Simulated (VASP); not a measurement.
Calculation: PBE GGA, VASP's PBE PAW potentials (set 64) (plane waves; VASP).

Input for VASP

### INCAR
```
# general
SYSTEM  = WSe2
PREC    = Accurate
ENCUT   = 400
LREAL   = F
LASPH   = T
ICHARG  = 11

# electronic loop
EDIFF   = 1E-7
NELM    = 100
ALGO    = Normal
LMAXMIX = 6

# smearing
ISMEAR  = 0
SIGMA   = 0.05

# functional
GGA     = PE

# output
LWAVE   = F
LCHARG  = F
LORBIT  = 11
```

File POSCAR:
```
WSe2
1
    1.6619613766    -2.8786012076     0.0000000000
    1.6619613766     2.8786012076     0.0000000000
    0.0000000000     0.0000000000    14.7573910733
W Se
2 4
Direct
  0.3333330000   0.6666670000   0.2500000000
  0.6666670000   0.3333330000   0.7500000000
  0.3333330000   0.6666670000   0.8637913634
  0.6666670000   0.3333330000   0.3637913634
  0.6666670000   0.3333330000   0.1362086366
  0.3333330000   0.6666670000   0.6362086366
```

**KPOINTS**
```
k-points along high-symmetry lines
10
Line-mode
Reciprocal
  0.000000   0.000000   0.000000 ! GAMMA
  0.000000   0.500000   0.000000 ! M

  0.000000   0.500000   0.000000 ! M
 -0.333333   0.666667   0.000000 ! K

 -0.333333   0.666667   0.000000 ! K
  0.000000   0.000000   0.000000 ! GAMMA

  0.000000   0.000000   0.000000 ! GAMMA
  0.000000   0.000000   0.500000 ! A

  0.000000   0.000000   0.500000 ! A
  0.000000   0.500000   0.500000 ! L

  0.000000   0.500000   0.500000 ! L
 -0.333333   0.666667   0.500000 ! H

 -0.333333   0.666667   0.500000 ! H
  0.000000   0.000000   0.500000 ! A

  0.000000   0.500000   0.500000 ! L
  0.000000   0.500000   0.000000 ! M

 -0.333333   0.666667   0.500000 ! H
 -0.333333   0.666667   0.000000 ! K
```

POTCAR, in this order: W_sv Se (PBE.64 set). Program: vasp_std. Read from the step before: CHGCAR.

What VASP printed:

### OSZICAR
```
       N       E                     dE             d eps       ncg     rms          rms(c)
DAV:   1     0.444992266931E+03    0.44499E+03   -0.25241E+04  6476   0.131E+03
DAV:   2    -0.143474973401E+02   -0.45934E+03   -0.44881E+03  6901   0.371E+02
DAV:   3    -0.412582398403E+02   -0.26911E+02   -0.26599E+02  6887   0.833E+01
DAV:   4    -0.420341660679E+02   -0.77593E+00   -0.77371E+00  7031   0.140E+01
DAV:   5    -0.420538055213E+02   -0.19639E-01   -0.19630E-01  7304   0.218E+00
DAV:   6    -0.420543843151E+02   -0.57879E-03   -0.57865E-03  7246   0.369E-01
DAV:   7    -0.420543994777E+02   -0.15163E-04   -0.15161E-04  7425   0.634E-02
DAV:   8    -0.420543999244E+02   -0.44667E-06   -0.44671E-06  6940   0.115E-02
DAV:   9    -0.420543999424E+02   -0.18034E-07   -0.17990E-07  5182   0.237E-03
   1 F= -.42054400E+02 E0= -.42054400E+02  d E =-.384645E-14
```

**OUTCAR**
```
 val. band max:        4.4593827898   @ k =  -0.3333   0.6667   0.0000

 cond. band min:       5.8852967122   @ k =  -0.1852   0.3704   0.0000



 k-point     1 :       0.0000    0.0000    0.0000
  band No.  band energies     occupation
      1     -69.6592      2.00000
      2     -69.6592      2.00000
      3     -33.8746      2.00000
      4     -33.8746      2.00000
      5     -33.7749      2.00000
      6     -33.7749      2.00000
      7     -33.7749      2.00000
      8     -33.7749      2.00000
      9     -10.2661      2.00000
     10     -10.2247      2.00000
     11      -9.0540      2.00000
     12      -8.9802      2.00000
     13      -1.8479      2.00000
     14      -1.5239      2.00000
     15       1.8041      2.00000
     16       2.0934      2.00000
     17       2.0934      2.00000
     18       2.0957      2.00000
     19       2.0957      2.00000
     20       2.8353      2.00000
     21       3.1905      2.00000
     22       3.1906      2.00000
     23       3.1978      2.00000
     24       3.1979      2.00000
     25       3.8583      2.00000
     26       4.4141      2.00000
     27       7.3115      0.00000
     28       7.3135      0.00000
     29       7.3211      0.00000
     30       7.3608      0.00000
     31       7.4785      0.00000

 k-point     2 :       0.0000    0.0556    0.0000
  band No.  band energies     occupation
      1     -69.6589      2.00000
      2     -69.6589      2.00000
      3     -33.8734      2.00000
      4     -33.8734      2.00000
      5     -33.7812      2.00000
      6     -33.7812      2.00000
      7     -33.7764      2.00000
      8     -33.7764      2.00000
      9     -10.2213      2.00000
     10     -10.1800      2.00000
     11      -9.0310      2.00000
     12      -8.9581      2.00000
     13      -1.7896      2.00000
     14      -1.4656      2.00000
     15       1.7388      2.00000
     16       1.9505      2.00000
     17       1.9536      2.00000
     18       2.1367      2.00000
...
```

The density is held fixed in this step, so its total energy and stress have no physical meaning. Without a dispersion term in the relaxation, distances and binding between the weakly bound layers, chains or molecules are unreliable, and so is what depends on them. Unless said otherwise, spin-orbit coupling is left out, though it shifts the bands of the heavy elements here.

The compound is WSe2 in the 2H layered structure. It was relaxed first, which changed the volume by +17 %.
